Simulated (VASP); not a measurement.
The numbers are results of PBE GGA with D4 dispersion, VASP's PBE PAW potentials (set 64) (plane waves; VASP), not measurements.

VASP ran on this input.

File POSCAR:
```
La2O3
3.9162860
  0.5000000244  -0.8660254232   0.0000000000
  0.5000000244   0.8660254232   0.0000000000
  0.0000000000   0.0000000000   1.5573894544
La O
2 3
Direct
  0.3333330000   0.6666670000   0.2459260241
  0.6666670000   0.3333330000   0.7540739759
  1.0000000000   1.0000000000   1.0000000000
  0.3333330000   0.6666670000   0.6462274191
  0.6666670000   0.3333330000   0.3537725809
```

INCAR:
```
! general
SYSTEM   =  La2O3
PREC     =  Accurate
ENCUT    =  520   ! plane-wave cut-off (eV)
LREAL    =  .FALSE.   ! projection in real space or not
LASPH    =  .TRUE.   ! aspherical one-centre terms
ICHARG   =  11

! electronic loop
EDIFF    =  1E-7   ! SCF stop (eV)
NELM     =  100
ALGO     =  Normal   ! blocked Davidson
LMAXMIX  =  6   ! l cut-off of mixed one-centre charges

! smearing
ISMEAR   =  0   ! Gaussian
SIGMA    =  0.05

! functional
GGA      =  PE   ! PBE
IVDW     =  13

! output
LWAVE    =  .FALSE.
LCHARG   =  .FALSE.
LORBIT   =  11   ! lm-projected
```

### KPOINTS
```
k-points along high-symmetry lines
10
Line-mode
Reciprocal
  0.000000   0.000000   0.000000 ! GAMMA
  0.500000   0.000000   0.000000 ! M

  0.500000   0.000000   0.000000 ! M
  0.333333   0.333333   0.000000 ! K

  0.333333   0.333333   0.000000 ! K
  0.000000   0.000000   0.000000 ! GAMMA

  0.000000   0.000000   0.000000 ! GAMMA
  0.000000   0.000000   0.500000 ! A

  0.000000   0.000000   0.500000 ! A
  0.500000   0.000000   0.500000 ! L

  0.500000   0.000000   0.500000 ! L
  0.333333   0.333333   0.500000 ! H

  0.333333   0.333333   0.500000 ! H
  0.000000   0.000000   0.500000 ! A

  0.500000   0.000000   0.500000 ! L
  0.500000   0.000000   0.000000 ! M

  0.333333   0.333333   0.500000 ! H
  0.333333   0.333333   0.000000 ! K
```

POTCAR, in this order: La O (PBE.64 set). Program: vasp_std. Read from the step before: CHGCAR.

Output

**OSZICAR**
```
       N       E                     dE             d eps       ncg     rms          rms(c)
DAV:   1     0.440397335276E+03    0.44040E+03   -0.15919E+04  4360   0.260E+03
DAV:   2     0.683243423035E+02   -0.37207E+03   -0.36675E+03  6384   0.401E+02
DAV:   3    -0.262662896869E+02   -0.94591E+02   -0.93536E+02  8296   0.209E+02
DAV:   4    -0.410286335019E+02   -0.14762E+02   -0.14483E+02  8080   0.786E+01
DAV:   5    -0.417677912403E+02   -0.73916E+00   -0.73885E+00  7856   0.188E+01
DAV:   6    -0.418281130677E+02   -0.60322E-01   -0.60319E-01  7912   0.505E+00
DAV:   7    -0.418318750346E+02   -0.37620E-02   -0.37619E-02  8000   0.143E+00
DAV:   8    -0.418321805091E+02   -0.30547E-03   -0.30547E-03  7800   0.401E-01
DAV:   9    -0.418322064368E+02   -0.25928E-04   -0.25928E-04  8024   0.112E-01
DAV:  10    -0.418322087969E+02   -0.23601E-05   -0.23601E-05  7816   0.318E-02
DAV:  11    -0.418322090023E+02   -0.20537E-06   -0.20537E-06  6520   0.926E-03
DAV:  12    -0.418322090203E+02   -0.18023E-07   -0.18020E-07  4872   0.314E-03
   1 F= -.43143735E+02 E0= -.43143735E+02  d E =-.939669E-16
```

### OUTCAR
```
 val. band max:        6.0712985327   @ k =   0.2593   0.2593   0.5000

 cond. band min:       9.9481546186   @ k =   0.5000   0.0000   0.0000



 k-point     1 :       0.0000    0.0000    0.0000
  band No.  band energies     occupation
      1     -23.7191      2.00000
      2     -23.4658      2.00000
      3     -10.8995      2.00000
      4      -9.6381      2.00000
      5      -9.1904      2.00000
      6      -7.1802      2.00000
      7      -7.1802      2.00000
      8      -6.9415      2.00000
      9      -6.9414      2.00000
     10      -6.8394      2.00000
     11      -6.1013      2.00000
     12       3.6577      2.00000
     13       3.6577      2.00000
     14       3.8560      2.00000
     15       3.8560      2.00000
     16       3.9726      2.00000
     17       4.3937      2.00000
     18       5.6820      2.00000
     19       5.6821      2.00000
     20       5.9476      2.00000
     21      10.4202      0.00000
     22      10.6957      0.00000
     23      10.6958      0.00000
     24      11.3079      0.00000

 k-point     2 :       0.0556    0.0000    0.0000
  band No.  band energies     occupation
      1     -23.7134      2.00000
      2     -23.4634      2.00000
      3     -10.8978      2.00000
      4      -9.7019      2.00000
      5      -9.2415      2.00000
      6      -7.1940      2.00000
      7      -7.1290      2.00000
      8      -6.9453      2.00000
      9      -6.8979      2.00000
     10      -6.8463      2.00000
     11      -6.1039      2.00000
     12       3.6926      2.00000
     13       3.6963      2.00000
     14       3.7766      2.00000
     15       3.8766      2.00000
     16       3.9849      2.00000
     17       4.5108      2.00000
     18       5.6348      2.00000
     19       5.6787      2.00000
     20       5.9324      2.00000
     21      10.4587      0.00000
     22      10.6991      0.00000
     23      10.7196      0.00000
     24      11.3129      0.00000

...
```

The density is held fixed in this step, so its total energy and stress have no physical meaning.

The compound is La2O3 in the a-type structure. It was relaxed first.
